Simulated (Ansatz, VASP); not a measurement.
SrLiH3: VASP beside Ansatz

```
Li Sr H
1.0
     4.63079    0.00000    0.00000
     0.00000    4.63079    0.00000
     0.00000    0.00000    4.63079
Li Sr H
1 1 3
Direct
  0.00000 0.00000 0.00000
  0.50000 0.50000 0.50000
  0.00000 0.50000 0.50000
  0.50000 0.00000 0.50000
  0.50000 0.50000 0.00000
```

The cell comes from a database or a generator and needn't be the stable form of this composition.

Alike in both runs: task single point; functional PBEsol; k mesh 4 × 4 × 4; no spin polarisation.

|  | VASP | Ansatz |
| --- | --- | --- |
| version | VASP 6.6.1 | Ansatz 0.2.0 |
| potentials or method | VASP PAW PBE potentials, release 64 (Li_sv, Sr_sv, H) | plane waves, PAW |
| plane-wave cutoff (eV) | 520 | 550 |
| occupations | gaussian, width 0.01 eV | fixed |
| valence electrons in the cell | 16 | 16 |

VASP gave:

| Property | Result |
| --- | --- |
| gap on the k mesh at the Fermi level (eV) | 1.70 |

Q: What did Ansatz give for the same quantities?

A: gap on the k mesh at the Fermi level (eV): 1.71.

 A k mesh can miss the band edges. As with any semilocal functional, this PBEsol gap is likely too small.
